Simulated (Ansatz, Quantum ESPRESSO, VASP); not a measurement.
## CoH3: energy against volume and a worked fit

```cif
data_structure
_symmetry_space_group_name_H-M 'P 1'
_symmetry_Int_Tables_number 1
_cell_length_a 2.6113
_cell_length_b 2.6113
_cell_length_c 2.6113
_cell_angle_alpha 90.000
_cell_angle_beta 90.000
_cell_angle_gamma 90.000
_cell_volume 17.81
loop_
_atom_site_label
_atom_site_type_symbol
_atom_site_fract_x
_atom_site_fract_y
_atom_site_fract_z
_atom_site_occupancy
Co1 Co 0.00000 0.00000 0.00000 1
H1 H 0.50000 0.50000 0.00000 1
H2 H 0.50000 0.00000 0.50000 1
H3 H 0.00000 0.50000 0.50000 1
```

The cell comes from a database or a generator and needn't be the stable form of this composition.

The cell was scaled at fixed shape and fractions and run with Ansatz, Ansatz PAW, cutoff 420 eV; PBE, k mesh 10 × 10 × 10 on the cell of 4 atoms, fermi-dirac occupations of 0.05 eV, collinear spin, ferromagnetic start, no spin-orbit coupling. Energies are those that the program minimises, any entropy of the smearing included. For a metal such a mesh isn't converged to the digits shown. The magnetic state is the one that the start led to, which needn't be the lowest.

| V (Å³/atom) | energy over the lowest row (meV/atom) |
| --- | --- |
| 4.1846 | 12.118 |
| 4.2737 | 5.326 |
| 4.3627 | 1.364 |
| 4.4517 | 0.000 |
| 4.5408 | 0.984 |
| 4.6298 | ? |
| 4.7188 | 9.035 |

Fit the third-order Birch-Murnaghan form, give V0, B0 and B′, and predict the energy left open.

With y = (V0/V)^(2/3), E = E0 + (9 V0 B0/16) [(y - 1)³ B′ + (y - 1)² (6 - 4y)]. Least squares through the rows shown give V0 = 4.4578 Å³/atom, E0 = 0.001 meV, B0 = 208.5 GPa (1 eV/Å³ = 160.218 GPa) and B′ = 4.04, with a largest miss of 0.015 meV. At V = 4.6298 the form with these constants gives 4.053 meV; the run gave 4.054 meV an atom. Other set-ups at this level, from all their volumes (Å³/atom, GPa): Quantum ESPRESSO, SSSP 1.3 efficiency PBE: V0 4.453, B0 209.8; VASP, PBE PAW files Co, H, 520 eV: V0 4.455, B0 208.8.
